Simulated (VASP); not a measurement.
Here is the system:

```
CELL_PARAMETERS angstrom
      4.09951     0.00000     0.00000
     -2.04975     3.55028     0.00000
      0.00000     0.00000     4.28783
ATOMIC_POSITIONS crystal
  Ca 0.66667 0.33333 0.00000
  Ga 0.00000 0.00000 0.50000
  Si 0.33333 0.66667 0.50000
```

Computed with PBEsol GGA, VASP's PBE PAW potentials (set 64) (plane waves; VASP 6.6.1). Settings: 480 eV cut-off, 8×8×8 Γ-centred mesh, first-order Methfessel-Paxton smearing of 0.10 eV, potentials Ca_sv Ga_d Si.

**Question.** What does the run give for the energy per atom (σ→0), band gap (on the k-mesh) with the smallest direct gap where there is one?

**Answer.** 
```yaml
band gap (on the k-mesh): none (metal, semimetal or under 0.01 eV)
energy per atom (σ→0): -4.239 eV/atom
```

The absolute energy has meaning only against runs of the same code, potentials and settings.

The structure comes from a computed database's CaGaSi entry (P-6m2); how it stands against other phases isn't given here. It was relaxed first. The electron count is odd and the run is not spin-polarised, which forces a metal.
